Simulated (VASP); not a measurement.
# Iridium under strain, part 2 of 3

Aim: follow the pressure of Iridium through compression, expansion and shear. All runs use PBE. Left out of this account: 1 further run (fields: a reference on another mesh). The start is a cell from a database of measured crystal structures.

VASP 6.6.1; PBE; plane waves and PAW (Ir).

Still holding for the runs below: This run has no spin polarisation. Its electron count is odd, so without a moment it is a metal by construction. Spin-orbit coupling is off here; with elements this heavy it splits and shifts levels by tenths of an eV or more.

So far, pressure (GPa): step 2 (bands, cell as listed) 9.67; step 3 (cell volume +4.0 %) -4.50.

## (4) Bands, volume times 1.08

The cell is expanded evenly, with fractional positions held.

INCAR reads:

```
SYSTEM = Ir
PREC = Accurate
ENCUT = 400
EDIFF = 1E-06
NELM = 100
ISMEAR = -1
SIGMA = 0.05
LREAL = .FALSE.
ALGO = Normal
GGA = PE
NBANDS = 15
LASPH = .TRUE.
LORBIT = 11
LWAVE = .FALSE.
LCHARG = .FALSE.
KPAR = 2
```

POSCAR reads:

```
Ir
1.0
    0.0000000000      1.9695844949      1.9695844949
    1.9695844949      0.0000000000      1.9695844949
    1.9695844949      1.9695844949      0.0000000000
Ir
1
Direct
    0.0000000000      0.0000000000      0.0000000000
```

KPOINTS reads:

```
Automatic mesh
0
Gamma
17 17 17
0 0 0
```

KPOINTS_OPT reads:

```
Line mode
16
Line-mode
Reciprocal
  0.00000000   0.00000000   0.00000000 GAMMA
  0.50000000   0.00000000   0.50000000 X

  0.50000000   0.00000000   0.50000000 X
  0.50000000   0.25000000   0.75000000 W

  0.50000000   0.25000000   0.75000000 W
  0.37500000   0.37500000   0.75000000 K

  0.37500000   0.37500000   0.75000000 K
  0.00000000   0.00000000   0.00000000 GAMMA

  0.00000000   0.00000000   0.00000000 GAMMA
  0.50000000   0.50000000   0.50000000 L

  0.50000000   0.50000000   0.50000000 L
  0.62500000   0.25000000   0.62500000 U

  0.62500000   0.25000000   0.62500000 U
  0.50000000   0.25000000   0.75000000 W

  0.50000000   0.25000000   0.75000000 W
  0.50000000   0.50000000   0.50000000 L

  0.50000000   0.50000000   0.50000000 L
  0.37500000   0.37500000   0.75000000 K

  0.62500000   0.25000000   0.62500000 U
  0.50000000   0.00000000   0.50000000 X
```

PAW data sets: Ir (PBE family, release 64).

Run with:

```console
mpirun -np 2 vasp_std
```

The program printed:

```text
[... set-up lines as in an earlier step ...]
 entering main loop
       N       E                     dE             d eps       ncg     rms          rms(c)
DAV:   1     0.418209976324E+02    0.41821E+02   -0.33672E+03  5070   0.430E+02
DAV:   2    -0.846264201560E+01   -0.50284E+02   -0.46872E+02  5916   0.140E+02
DAV:   3    -0.940181068192E+01   -0.93917E+00   -0.93683E+00  6686   0.203E+01
DAV:   4    -0.940799013083E+01   -0.61794E-02   -0.61779E-02  6051   0.164E+00
DAV:   5    -0.940807374892E+01   -0.83618E-04   -0.83606E-04  6604   0.175E-01    0.123E+01
DAV:   6    -0.889597182840E+01    0.51210E+00   -0.78421E-01  7149   0.795E+00    0.477E+00
DAV:   7    -0.882066497117E+01    0.75307E-01   -0.22330E-01  7565   0.373E+00    0.153E+00
DAV:   8    -0.881852875222E+01    0.21362E-02   -0.26751E-03  5889   0.387E-01    0.118E+00
DAV:   9    -0.881512805541E+01    0.34007E-02   -0.17207E-03  7120   0.428E-01    0.367E-02
DAV:  10    -0.881513156368E+01   -0.35083E-05   -0.21642E-05  6113   0.316E-02    0.278E-02
DAV:  11    -0.881513279630E+01   -0.12326E-05   -0.14401E-06  6892   0.100E-02    0.172E-03
DAV:  12    -0.881513280601E+01   -0.97129E-08   -0.17465E-08  4288   0.885E-04
   1 F= -.88151328E+01 E0= -.88111006E+01  d E =-.806440E-02
 Start KPOINTS_OPT (optional k-point list driver)
k-point batch [1-160\160]
       N       E                     dE             ncg
DAV:   1     0.151381097016E+05   -0.35751E+05     4880
DAV:   2     0.761689290778E+04   -0.75212E+04     5885
DAV:   3     0.747463206322E+04   -0.14226E+03     6760
DAV:   4     0.747374050723E+04   -0.89156E+00     5531
DAV:   5     0.747372916341E+04   -0.11344E-01     6749
DAV:   6     0.747372895923E+04   -0.20418E-03     5573
DAV:   7     0.747372895503E+04   -0.42020E-05     6322
DAV:   8     0.747372895491E+04   -0.11711E-06     4364
```

Elapsed: 17 s, on 2 MPI ranks of Intel Xeon Platinum 8375C at 2.90GHz (Ice Lake), shared host; peak memory 0.27 GiB.

From OUTCAR (step 4):

```text
  LATTYP: Found a face centered cubic cell.
 ALAT       =     3.9391689898

The static configuration has the point symmetry O_h .

 Found    165 irreducible k-points:

   ENCUT  =  400.0 eV  29.40 Ry    5.42 a.u.   4.54  4.54  4.54*2*pi/ulx,y,z

   NELECT =       9.0000    total number of electrons

 E-fermi :   9.0304

 k-point     1 :       0.0000    0.0000    0.0000
  band No.  band energies     occupation
    ...
      2       5.6625      2.00000
      3       5.6625      2.00000
      4       5.6625      2.00000
      5       8.0369      2.00000
      6       8.0369      2.00000
      7      23.5700      0.00000
      8      28.7014      0.00000
      9      28.7014      0.00000
     10      28.7014      0.00000
     11      33.3941      0.00000
    ...

 k-point     2 :       0.0588    0.0000    0.0000
  band No.  band energies     occupation
    ...
      2       5.5907      2.00000
      3       5.7226      2.00000
      4       5.7226      2.00000
      5       8.0003      2.00000
      6       8.0003      2.00000
      7      23.8053      0.00000
      8      27.9042      0.00000
      9      28.9255      0.00000
     10      28.9255      0.00000
     11      34.2741      0.00000
    ...

  Total       -1.4898162     -1.4898162     -1.4898162      0.0000000      0.0000000     -0.0000000
  in kB     -156.2030183   -156.2030183   -156.2030183      0.0000000      0.0000000     -0.0000000
  external PRESSURE =    -156.2030183 kB  Pullay stress =       0.0000000 kB

  energy-cutoff  :      400.00
  volume of cell :       15.28
      direct lattice vectors                 reciprocal lattice vectors
     0.000000000  1.969584495  1.969584495    -0.253860650  0.253860650  0.253860650
     1.969584495  0.000000000  1.969584495     0.253860650 -0.253860650  0.253860650
     1.969584495  1.969584495  0.000000000     0.253860650  0.253860650 -0.253860650

 POSITION                                       TOTAL-FORCE (eV/Angst)
 -----------------------------------------------------------------------------------
      0.00000      0.00000      0.00000         0.000000      0.000000      0.000000
 -----------------------------------------------------------------------------------
    total drift:                                0.000000     -0.000000     -0.000000

  FREE ENERGIE OF THE ION-ELECTRON SYSTEM (eV)
  ---------------------------------------------------
  free  energy   TOTEN  =        -8.8151328060 eV

  energy  without entropy=       -8.8070684023  energy(sigma->0) =       -8.81110060

 total charge
# of ion       s       p       d       tot
------------------------------------------
    1        0.632   0.641   6.877   8.149

[... 5 parts as in an earlier step ...]

[... 5 further parts left out ...]
```

Numbers from this step:

```yaml
free_energy_toten: -8.815 eV
energy_at_zero_smearing: -8.811 eV
fermi_energy: 9.030 eV
pressure: -15.62 GPa
```

Electronic bands along the path, in eV, zero at the Fermi level; # counts the bands kept:

```tsv
point	#1	#2	#3	#4	#5	#6	#7
Γ	-10.22	-3.37	-3.37	-3.37	-0.99	-0.99	14.54
0.47 of the way	-7.68	-4.95	-2.56	-1.80	-1.80	-0.24	17.58
X	-6.98	-6.45	0.82	1.35	1.35	1.81	9.58
0.53 of the way	-6.29	-5.82	-1.90	-0.30	1.36	5.48	8.15
W	-5.48	-4.27	-4.27	-1.49	1.36	7.62	8.62
0.47 of the way	-5.72	-5.07	-3.22	-1.12	1.07	6.76	7.59
K	-6.10	-5.26	-2.49	-0.69	0.61	6.06	7.22
0.47 of the way	-6.77	-4.44	-3.38	-2.09	-1.84	1.16	12.98
Γ	-10.22	-3.37	-3.37	-3.37	-0.99	-0.99	14.54
0.53 of the way	-7.95	-3.76	-3.00	-3.00	-0.70	-0.70	12.96
L	-7.23	-3.45	-3.45	-0.47	0.85	0.85	6.59
0.47 of the way	-6.32	-4.20	-2.65	-2.62	0.66	3.92	6.26
U	-6.10	-5.26	-2.49	-0.69	0.61	6.06	7.22
0.53 of the way	-5.72	-5.07	-3.22	-1.12	1.07	6.76	7.59
W	-5.48	-4.27	-4.27	-1.49	1.36	7.62	8.62
0.47 of the way	-5.73	-4.65	-3.28	-2.05	0.56	5.22	6.12
L	-7.23	-3.45	-3.45	-0.47	0.85	0.85	6.59
0.53 of the way	-6.12	-4.35	-2.90	-2.39	0.62	4.41	6.24
K	-6.10	-5.26	-2.49	-0.69	0.61	6.06	7.22
jump to U	-6.10	-5.26	-2.49	-0.69	0.61	6.06	7.22
0.53 of the way	-6.72	-6.19	-0.57	0.38	1.18	4.08	8.44
X	-6.98	-6.45	0.82	1.35	1.35	1.81	9.58
```

The electronic bands as a text plot (rows in eV, shown from -8.0 to 6.1 only):

```
    5.8 |                                     **             **
    5.2 |                *                   *              *
    4.6 |          *      *                          *     *
    4.1 |                                   *                  *
    3.5 |                  *                          *
    2.9 |         *         *                             *
    2.3 |                                  *           *        *
    1.7 |        *                                       *
    1.1 |       ********     *            *     ****    *     ***
    0.5 |      ****     **              ** *****    **** ***** **
   -0.1 |    ***  **      *   *        *                      *
   -0.6 | *** *     *   *  *   **     *  **    *        *    * *
   -1.2 |**  * *   * *** ** *   ******        * ****   * *
   -1.8 |  *               *****        *  * *      *     * * *
   -2.4 |   ***     *   *     *             *  *     **    * *
   -3.0 | **           * *    ***  *****   * ** *    *** ****
   -3.6 |**          *    *  *  ******* ****     *  *  ***
   -4.2 |  *          *    *****            *     ** **   **
   -4.8 |   *        **  **                  **  * **       *
   -5.4 |    **     ***** **                   ******        *
   -5.9 |      *   **  ***  *                ****    *     *****
   -6.5 |      *****         *              *         *   *   ***
   -7.1 |    ** ***                     ****           ***      *
   -7.7 |                             **
         Γ       X    W  K        Γ      L     U  W     L   K|U X
```

 The pressure is -15.62 GPa.

Of the bands kept, 4 cross the Fermi level on this path.

## (5) Bands, sheared, principal strains -1.0, -0.5, +1.5 %

The cell is sheared at fixed volume, which lowers its symmetry.

INCAR is that of step 4.

POSCAR reads:

```
Ir
1.0
    0.0078330000      1.9079680000      1.9131900000
    1.9415830000     -0.0203220000      1.9413450000
    1.9096620000      1.9042030000      0.0115990000
Ir
1
Direct
    0.0000000000      0.0000000000      0.0000000000
```

KPOINTS is that of step 4.

KPOINTS_OPT reads:

```
Line mode
16
Line-mode
Reciprocal
 -0.50000000  -0.50000000  -0.50000000 X
  0.00000000   0.00000000   0.00000000 GAMMA

  0.00000000   0.00000000   0.00000000 GAMMA
  0.00000000   0.50000000   0.00000000 Y

 -0.50000000   0.00000000  -0.50000000 L
  0.00000000   0.00000000   0.00000000 GAMMA

  0.00000000   0.00000000   0.00000000 GAMMA
  0.50000000   0.00000000   0.00000000 Z

  0.00000000  -0.50000000  -0.50000000 N
  0.00000000   0.00000000   0.00000000 GAMMA

  0.00000000   0.00000000   0.00000000 GAMMA
  0.50000000   0.50000000   0.00000000 M

  0.00000000   0.00000000  -0.50000000 R
  0.00000000   0.00000000   0.00000000 GAMMA
```

Run with:

```console
mpirun -np 2 vasp_std
```

The program printed:

```text
[... set-up lines as in an earlier step ...]
 entering main loop
       N       E                     dE             d eps       ncg     rms          rms(c)
DAV:   1     0.425203969506E+02    0.42520E+02   -0.33810E+03 74916   0.435E+02
DAV:   2    -0.843584681702E+01   -0.50956E+02   -0.47572E+02 90027   0.142E+02
DAV:   3    -0.938621505731E+01   -0.95037E+00   -0.94709E+00 99372   0.208E+01
DAV:   4    -0.939185168593E+01   -0.56366E-02   -0.56347E-02 87215   0.159E+00
DAV:   5    -0.939191873065E+01   -0.67045E-04   -0.67024E-04 98444   0.158E-01    0.152E+01
DAV:   6    -0.892873154404E+01    0.46319E+00   -0.61803E-01106183   0.722E+00    0.628E+00
DAV:   7    -0.884129105550E+01    0.87440E-01   -0.23415E-01113212   0.394E+00    0.147E+00
DAV:   8    -0.883917074634E+01    0.21203E-02   -0.32086E-03 82985   0.394E-01    0.116E+00
DAV:   9    -0.883513127606E+01    0.40395E-02   -0.23943E-03106603   0.517E-01    0.671E-02
DAV:  10    -0.883512388766E+01    0.73884E-05   -0.31249E-05 88484   0.337E-02    0.267E-02
DAV:  11    -0.883512649012E+01   -0.26025E-05   -0.32390E-06103930   0.129E-02    0.238E-03
DAV:  12    -0.883512619679E+01    0.29333E-06   -0.63923E-08 66374   0.209E-03
   1 F= -.88351262E+01 E0= -.88316012E+01  d E =-.705002E-02
 Start KPOINTS_OPT (optional k-point list driver)
k-point batch [1-112\112]
       N       E                     dE             ncg
DAV:   1     0.326249225214E+05   -0.92048E+04     3382
DAV:   2     0.273550240638E+05   -0.52699E+04     4144
DAV:   3     0.272559938017E+05   -0.99030E+02     4522
DAV:   4     0.272553554154E+05   -0.63839E+00     3996
DAV:   5     0.272553487262E+05   -0.66892E-02     4657
DAV:   6     0.272553486315E+05   -0.94690E-04     4187
DAV:   7     0.272553486306E+05   -0.92126E-06     4287
```

Run time: 2 min. Hardware: 2 MPI ranks; peak memory 1.2 GiB.

Parts of OUTCAR (step 5):

```text
   k-points           NKPTS =   2457   k-points in BZ     NKDIM =   2457   number of bands    NBANDS=     15

   ENCUT  =  400.0 eV  29.40 Ry    5.42 a.u.   4.41  4.48  4.40*2*pi/ulx,y,z

   NELECT =       9.0000    total number of electrons

 E-fermi :  10.3111

 k-point     1 :       0.0000    0.0000    0.0000
  band No.  band energies     occupation
    ...
      2       6.2941      2.00000
      3       6.5747      2.00000
      4       6.6680      2.00000
      5       9.1900      2.00000
      6       9.2403      2.00000
      7      24.7232      0.00000
      8      29.8555      0.00000
      9      30.4802      0.00000
     10      30.6380      0.00000
     11      35.1953      0.00000
    ...

  Total        0.8559749      0.9248467      0.8546166      0.3167086      0.2131980     -0.5214157
  in kB       96.9262787    104.7249782     96.7724788     35.8624837     24.1414625    -59.0424894
  external PRESSURE =      99.4745786 kB  Pullay stress =       0.0000000 kB

 POSITION                                       TOTAL-FORCE (eV/Angst)
 -----------------------------------------------------------------------------------
      0.00000      0.00000      0.00000         0.000000     -0.000000     -0.000000
 -----------------------------------------------------------------------------------
    total drift:                                0.000000     -0.000000     -0.000000

  FREE ENERGIE OF THE ION-ELECTRON SYSTEM (eV)
  ---------------------------------------------------
  free  energy   TOTEN  =        -8.8351261968 eV

  energy  without entropy=       -8.8280761729  energy(sigma->0) =       -8.83160118

[... 2 parts as in an earlier step ...]

[... 13 further parts left out ...]
```

The path and its labels are those of the sheared lattice, so a letter need not mean the same point as in the unstrained cell.

This step gave:

```
irreducible k-points    : 2457
symmetry operations     : 2
free energy (TOTEN)     : -8.835 eV
energy at zero smearing : -8.832 eV
Fermi energy            : 10.31 eV
pressure                : 9.947 GPa
```

Electronic bands along the path, in eV, zero at the Fermi level; # counts the bands kept:

```tsv
point	#3	#4	#5	#6
X	-3.71	-0.66	0.83	1.13
0.47 of the way	-3.57	-3.19	-0.84	-0.75
Γ	-3.74	-3.64	-1.12	-1.07
0.47 of the way	-3.40	-3.29	-0.93	-0.92
Y	-3.80	-0.87	0.87	0.98
jump to L	0.94	1.57	1.58	1.83
0.47 of the way	-2.91	-1.65	-1.43	-0.05
Γ	-3.74	-3.64	-1.12	-1.07
0.53 of the way	-3.58	-3.17	-0.88	-0.78
Z	-3.71	-0.58	0.89	1.13
jump to N	0.93	1.56	1.59	1.78
0.47 of the way	-2.95	-1.57	-1.48	-0.04
Γ	-3.74	-3.64	-1.12	-1.07
0.47 of the way	-2.91	-2.10	-1.96	-0.25
M	0.93	1.56	1.59	1.78
jump to R	-3.74	-0.54	0.92	1.13
0.53 of the way	-3.51	-3.14	-1.13	-1.07
Γ	-3.74	-3.64	-1.12	-1.07
```

The electronic bands as a text plot (rows in eV, shown from -8.0 to 1.8 only):

```
    1.6 |               *               *                *
    1.2 |*                             * *              *
    0.8 |**            ***            ****             ****
    0.4 | *           *   *           *   *           *    *
    0.0 |  *         *   ***         *    **         *     *
   -0.4 |  *                *        *      **      * **    *
   -0.8 |*  *       *      * **     *  *   *  **  **
   -1.2 |    *******   *  **   *****      *    ***        *  ****
   -1.6 |                                         *  *
   -2.1 | *           *     * *       *     * *       *
   -2.5 |                  * *               *     **
   -2.9 |                   ***            ***     ***     *
   -3.3 |  ****   ***         *   ****        *   *         ***
   -3.7 |**********  ***       *********       ****       *******
   -4.1 |** * ***** *          ****** **       ****       *  ****
   -4.5 |    *     *          *               *
   -4.9 |                    *                     *
   -5.3 |                                    *      *
   -5.7 |                   *               *        *
   -6.2 |                  *               *
   -6.6 |                                             *
   -7.0 |                **              **            **
   -7.4 |               ****            * **          *  *
   -7.8 |               *             ****           * *****
         X      Γ     Y|L       Γ      Z|N      Γ       M|R     Γ
```

 The pressure is 9.95 GPa, and the symmetry operations fall from 48 to 2.

(Part 2 of 3 ends here.)

[Lines on the potential files, build, host, timing and source positions are cut from VASP's logs without a mark.]

[Logs are printed without paths, hosts, clocks, repeated set-up lines and the standing remarks that a program may print on its own settings, such as how far it seeks lower states.]

[Hosts, paths, dates, database ids (printed as entryN), source tags and the programs' standing remarks are cut or masked in the printed files.]

[A measured line is paired with the nearest computed mode of its activity, which favours agreement.]
